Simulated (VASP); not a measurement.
```
CELL_PARAMETERS angstrom
      3.99142     0.00000     0.00000
     -1.99571     3.45667     0.00000
      0.00000     0.00000     6.48477
ATOMIC_POSITIONS crystal
  Mn 0.33333 0.66667 0.99924
  Mn 0.66667 0.33333 0.49924
  S  0.33333 0.66667 0.37576
  S  0.66667 0.33333 0.87576
```
Starting moments (μB, in the order of the record's atoms Mn Mn S S): 4.5 4.5 0.1 0.1.

All values below come from r2SCAN meta-GGA, VASP's PBE PAW potentials (set 64) (plane waves; VASP 6.6.1). Run with 400 eV cut-off, 7×7×4 Γ-centred mesh, tetrahedra with Blöchl corrections, potentials Mn_pv S.

The path is coarsely sampled, so an indirect gap can come out somewhat too large. The moments were started parallel, and other spin orders were not tried in this run.

Estimate the cell moment, energy per atom (σ→0), band gap (over mesh and band path) with the smallest direct gap where there is one.

```yaml
band gap (over mesh and band path): 0.86 eV
smallest direct gap (over mesh and band path): 1.34 eV
cell_moment: 10.00 μB
energy per atom (σ→0): -12.448 eV/atom
```

Give the moment on each site (PAW-sphere projection).

```json
[
 {"site": "Mn1", "moment (μB)": "4.47"},
 {"site": "Mn2", "moment (μB)": "4.47"},
 {"site": "S3", "moment (μB)": "0.07"},
 {"site": "S4", "moment (μB)": "0.07"}
]
```

The structure was generated: MnS was put into the wurtzite type (P6_3mc), which need not be its known phase. It was relaxed first.
